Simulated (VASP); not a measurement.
Consider the following.

```yaml
crystal:
  lattice:
    - [4.81141, 0.00000, 0.00000]
    - [-2.40571, 4.16680, 0.00000]
    - [0.00000, 0.00000, 4.52497]
  atoms:
    - { symbol: Mg, position: [0.00000, 0.00000, 0.00000] }
    - { symbol: Pt, position: [0.65901, 0.00000, 0.50000] }
    - { symbol: Pt, position: [0.34099, 0.34099, 0.50000] }
    - { symbol: Pt, position: [0.00000, 0.65901, 0.50000] }
    - { symbol: Pt, position: [0.66667, 0.33333, 0.00000] }
    - { symbol: Pt, position: [0.33333, 0.66667, 0.00000] }
```

All values below come from PBEsol GGA, VASP's PBE PAW potentials (set 64) (plane waves; VASP). Numerical set-up: 400 eV cut-off, 8×8×8 Γ-centred mesh, tetrahedra with Blöchl corrections, potentials Mg Pt.

Unless said otherwise, spin-orbit coupling is left out, though it shifts the bands of the heavy elements here.

Estimate the energy per atom (σ→0), band gap (on the k-mesh) with the smallest direct gap where there is one.

```json
{
  "band gap (on the k-mesh)": "none (metal, semimetal or under 0.01 eV)",
  "energy per atom (σ→0)": "-6.397 eV/atom"
}
```

Total energies compare only between runs with the same potentials, cut-off and functional.

The structure comes from a computed database's MgPt5 entry (P-62m); how it stands against other phases isn't given here. It was relaxed first.
